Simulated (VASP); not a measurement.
Consider the following.

```yaml
crystal:
  lattice:
    - [0.00000, 3.20607, 3.20607]
    - [3.20607, 0.00000, 3.20607]
    - [3.20607, 3.20607, 0.00000]
  atoms:
    - { symbol: Mg, position: [0.25000, 0.25000, 0.25000] }
    - { symbol: Mg, position: [0.75000, 0.75000, 0.75000] }
    - { symbol: Ge, position: [0.00000, 0.00000, 0.00000] }
```

Computed with PBE GGA, VASP's PBE PAW potentials (set 64) (plane waves; VASP). Numerical set-up: 520 eV cut-off, Gaussian smearing of 0.050 eV, potentials Mg Ge_d.

Give the energies of bands 7 to 12 at the high-symmetry points, in eV from the valence-band maximum.

```tsv
band	Γ	X	U	L	W
7	0.00	-4.50	-4.07	-4.81	-3.65
8	0.00	-1.99	-3.48	-0.73	-3.65
9	0.00	-1.99	-1.67	-0.73	-2.67
10	0.97	0.15	0.70	0.95	2.77
11	2.79	0.52	3.09	2.74	3.69
12	2.79	7.82	5.97	2.74	3.73
```

The gap is indirect, 0.16 eV, from the valence maximum at Γ to the conduction minimum at X.

Measured: gap 0.74 eV (computed value off by -0.58 eV), as given by Byungki Ryu et al., Journal of the Korean Physical Society (2019), arXiv:1905.06140.

The compound is Mg2Ge in the antifluorite structure. It was relaxed first.
